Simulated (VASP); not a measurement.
```
CELL_PARAMETERS angstrom
      1.56093    -2.70362     0.00000
      1.56093     2.70362     0.00000
      0.00000     0.00000     5.05031
ATOMIC_POSITIONS crystal
  Zr 0.33333 0.66667 0.25000
  Zr 0.66667 0.33333 0.75000
```

Method: PBE GGA, VASP's PBE PAW potentials (set 64) (plane waves; VASP 6.6.1). Run with 500 eV cut-off, 13×13×7 Γ-centred mesh, first-order Methfessel-Paxton smearing of 0.10 eV, potentials Zr_sv.

Energy and stress use the plane-wave basis of the starting cell.

Task: The ions, cell shape and volume at an external pressure of 20.0 GPa are relaxed. What does this cell relax into?

Result: 
```
CELL_PARAMETERS angstrom
      1.51910    -2.63116     0.00000
      1.51910     2.63116     0.00000
      0.00000     0.00000     4.95428
ATOMIC_POSITIONS crystal
  Zr 0.33333 0.66667 0.25000
  Zr 0.66667 0.33333 0.75000
```
Space group P6_3/mmc (194), at a tolerance of 0.03 Å.

Task: How do energy and volume change from the first to the last step?

Result: The energy (σ→0) changes by +139.1 meV/atom and the volume by -7.1 %, in 8 ionic steps.

```
step  E(σ→0) (eV)  max force (eV/Å)  pressure (GPa)  volume (Å³)
----  -----------  ----------------  --------------  -----------
1        -16.9150             0.000           10.06        42.63
2        -15.7496             0.000           42.82        34.98
3        -16.6561             0.000           19.52        39.76
4        -16.6419             0.000           19.99        39.65
5        -16.6346             0.000           20.21        39.59
6        -16.6515             0.000           19.67        39.72
7        -16.6499             0.000           19.70        39.71
8        -16.6369             0.000           20.08        39.60
```

The compound is Zr in the hcp structure. This run relaxes it under an external pressure of 20 GPa. Symmetry was kept, so distortions that lower it aren't found.
